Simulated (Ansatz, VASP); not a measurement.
# InH in two plane-wave programs, part 2 of 2

Aim: how closely do two programs agree when they are given the same cell, functional and k mesh? The cell is generated by rule, not measured, and may not be a known phase. The cell is taken from a series of runs on this material, whose earlier steps may have relaxed, scaled, displaced or heated it; both programs get it as it stands.

VASP 6.6.1 and Ansatz 0.2.0.

So far. Step 5 (VASP: single point, PBE, pair 2): The run ends at a pressure of -0.18 GPa, with forces up to 0.25 eV/Å. Step 6 (Ansatz: single point, PBE, pair 2): The run ends at a pressure of -0.11 GPa, with forces up to 0.25 eV/Å.

The structure was built from a prototype and need not be the compound's stable phase.

## (7) Comparison

Both answers:

| quantity | Ansatz | VASP | difference |
| --- | --- | --- | --- |
| pressure (GPa) | -0.11 | -0.18 | +0.08 |

Forces (eV/Å; atoms numbered as in POSCAR):

| atom | Ansatz x, y, z | VASP x, y, z |
| --- | --- | --- |
| In1 | -0.003, 0.000, 0.000 | -0.001, 0.000, 0.000 |
| In2 | 0.003, 0.000, 0.000 | 0.001, 0.000, 0.000 |
| H3 | 0.247, 0.000, 0.000 | 0.246, 0.000, 0.000 |
| H4 | -0.247, 0.000, 0.000 | -0.246, 0.000, 0.000 |

The forces differ by 0.7 meV/Å r.m.s., which is 0.7 % of the r.m.s. force of 0.100 eV/Å (both taken over all components).

## (8) VASP: single point, PBE, pair 3

With cell and atoms fixed, the geometry can't cause a difference; cores, projectors, grids and the points listed under the comparison can.

File INCAR:

```
SYSTEM = InH
PREC = Accurate
ENCUT = 500
EDIFF = 1E-06
NELM = 120
ISMEAR = 1
SIGMA = 0.2
LREAL = .FALSE.
ALGO = Normal
GGA = PE
NBANDS = 20
LORBIT = 11
LWAVE = .FALSE.
LCHARG = .FALSE.
ISIF = 2
LASPH = .TRUE.
GGA_COMPAT = .FALSE.
KPAR = 2
```

File POSCAR:

```
InH
1.0
    0.0000000000     -2.5135637442     -2.5135637442
    0.0000000000      2.5135637442     -2.5135637442
    5.0271274884      0.0000000000      0.0000000000
In H
2 2
Direct
    0.5000000000      0.5000000000      0.5000043686
    0.0000000000      0.0000000000      0.9999956314
    0.5000000000      0.5000000000      0.0278489058
    0.0000000000      0.0000000000      0.4721510942
```

File KPOINTS:

```
Automatic mesh
0
Gamma
12 12 8
0 0 0
```

The projector-augmented-wave data sets are In_d and H (PBE family, release 64).

The run is started by

```
$ mpirun -np 2 vasp_std
```

Numbers of over 12 decimals in the logs are rounded to 6 here.

What it wrote:

```text
[... set-up lines as in an earlier step ...]
 entering main loop
       N       E                     dE             d eps       ncg     rms          rms(c)
DAV:   1     0.215641809398E+03    0.21564E+03   -0.13325E+04  5604   0.175E+03
DAV:   2     0.639050610434E+01   -0.20925E+03   -0.20523E+03  5660   0.384E+02
DAV:   3    -0.990924016946E+01   -0.16300E+02   -0.16042E+02  6712   0.123E+02
DAV:   4    -0.104438877504E+02   -0.53465E+00   -0.53396E+00  6348   0.236E+01
[...]
DAV:  11    -0.999007732379E+01   -0.91239E-05   -0.30182E-05  5928   0.504E-02    0.866E-03
DAV:  12    -0.999007631561E+01    0.10082E-05   -0.24385E-06  4140   0.107E-02    0.260E-03
DAV:  13    -0.999007609717E+01    0.21844E-06   -0.45378E-07  2892   0.624E-03
   1 F= -.99900761E+01 E0= -.99901321E+01  d E =0.168066E-03
```

Parts of OUTCAR (step 8):

```text
  Total        0.2987659     -0.2325608     -0.2325608      0.0000000      0.0000000      0.0000000
  in kB        7.5354966     -5.8656667     -5.8656667      0.0000000      0.0000000      0.0000000
  external PRESSURE =      -1.3986123 kB  Pullay stress =       0.0000000 kB

 POSITION                                       TOTAL-FORCE (eV/Angst)
 -----------------------------------------------------------------------------------
      2.51359      0.00000     -2.51356         0.012873      0.000000      0.000000
      5.02711      0.00000      0.00000        -0.012873     -0.000000      0.000000
      0.14000      0.00000     -2.51356         0.383134      0.000000     -0.000000
      2.37356      0.00000      0.00000        -0.383134     -0.000000     -0.000000
 -----------------------------------------------------------------------------------
    total drift:                               -0.000000     -0.000000      0.000000

  FREE ENERGIE OF THE ION-ELECTRON SYSTEM (eV)
  ---------------------------------------------------
  free  energy   TOTEN  =        -9.9900760972 eV

  energy  without entropy=       -9.9902441630  energy(sigma->0) =       -9.99013212

[... 2 parts as in an earlier step ...]

[... 1 further part left out ...]
[key lines of the parts left out:]
E-fermi :   6.0155
```

The run ends at a pressure of -0.14 GPa, with forces up to 0.38 eV/Å.

## (9) Ansatz: single point, PBE, pair 3

The same cell, functional, mesh and smearing now go to Ansatz, which takes its cutoff from its data sets.

The cell is taken from a series of runs on this material, whose earlier steps may have relaxed, scaled, displaced or heated it; both programs get it as it stands.

File input.yaml:

```yaml
crystal:
  lattice:
    - [0.0, -2.5135637442, -2.5135637442]
    - [0.0, 2.5135637442, -2.5135637442]
    - [5.0271274884, 0.0, 0.0]
  atoms:
    - { symbol: In, position: [0.5, 0.5, 0.5000043686] }
    - { symbol: In, position: [0.0, 0.0, -4.3686e-06] }
    - { symbol: H, position: [0.5, 0.5, 0.0278489058] }
    - { symbol: H, position: [0.0, 0.0, 0.4721510942] }
kpoints:
  mp_grid: { grid: [12, 12, 8] }
hamiltonian:
  xc: pbe
scf:
  occupations: { method: methfessel_paxton, width: 0.2 }
output:
  forces: true
  stress: true
  eigenvalues: true
```

The run is started by

```
$ ansatz run input.yaml --threads 4 --pin off --max-ram 7168MiB --backend cpu --events-out ev --progress --plain --runs-dir out
```

What it wrote:

```text
[...]
Crystal: 4 atoms, lattice volume = 63.523 Å³
Basis set: ecut = 420 eV, 1245 PW (Γ), exchange–correlation on 48×48×72 points (8 copies of the dense FFT grid, shifted against one another)
Bands: 18, of which v1, the nominal top of the filled ones, is band 14 counted from 1 (13 counted from 0)
Symmetry: 16 space group operations
[...]
k-points: 140 of 1152
[...]
k-point 0: bands = [... 10 lower, -1.3252, 4.1558, 6.2353, 8.8143, 11.4088, 11.4088, 12.0983, 15.0997, ... 4 higher]
  k-point 1: bands = [... 10 lower, -1.2302, 3.3938, 7.1139, 8.9335, 11.5230, 11.5230, 11.8166, 15.1703, ... 4 higher]
  k-point 2: bands = [... 10 lower, -0.9443, 2.2302, 8.3370, 9.5634, 11.2284, 11.8619, 11.8619, 15.1053, ... 4 higher]
  k-point 139: bands = [... 10 lower, 4.8604, 4.8604, 6.1409, 6.1409, 7.9824, 7.9824, 8.1152, 8.1152, ... 4 higher]
[key lines of the parts left out:]
SCF converged after 6 iterations
Free energy (F): -11225.534828 eV
Fermi energy:    8.351848 eV
P = ⅓ Tr σ = -0.0738 GPa (-0.738 kbar)
```

The run ends at a pressure of -0.07 GPa, with forces up to 0.39 eV/Å.

## (10) Differences

The two programs side by side:

| quantity | Ansatz | VASP | difference |
| --- | --- | --- | --- |
| pressure (GPa) | -0.07 | -0.14 | +0.07 |

Forces (eV/Å; atoms numbered as in POSCAR):

| atom | Ansatz x, y, z | VASP x, y, z |
| --- | --- | --- |
| In1 | 0.011, 0.000, 0.000 | 0.013, 0.000, 0.000 |
| In2 | -0.011, 0.000, 0.000 | -0.013, 0.000, 0.000 |
| H3 | 0.385, 0.000, 0.000 | 0.383, 0.000, 0.000 |
| H4 | -0.385, 0.000, 0.000 | -0.383, 0.000, 0.000 |

The forces differ by 1.0 meV/Å r.m.s., which is 0.7 % of the r.m.s. force of 0.157 eV/Å (both taken over all components).

## (11) Summary of results

| Item | Value |
| --- | --- |
| r.m.s. force difference (single point, PBE, pair 1) | 0.36 meV/Å |
| r.m.s. force difference (single point, PBE, pair 2) | 0.69 meV/Å |
| r.m.s. force difference (single point, PBE, pair 3) | 1.0 meV/Å |

**Reading.** The r.m.s. force difference is 1.0 meV/Å (single point, PBE, pair 3), within the 12 meV/Å picked in this series as the mark of a large difference. 5 further runs of this series are not shown here. How closely two codes agree says nothing of how well the functional describes the real material.

[Lines on the potential files, build, host, timing and source positions are cut from VASP's logs without a mark.]

[Logs are printed without paths, hosts, clocks, repeated set-up lines and the standing remarks that a program may print on its own settings, such as how far it seeks lower states.]

[Hosts, paths, dates, database ids (printed as entryN), source tags and the programs' standing remarks are cut or masked in the printed files.]
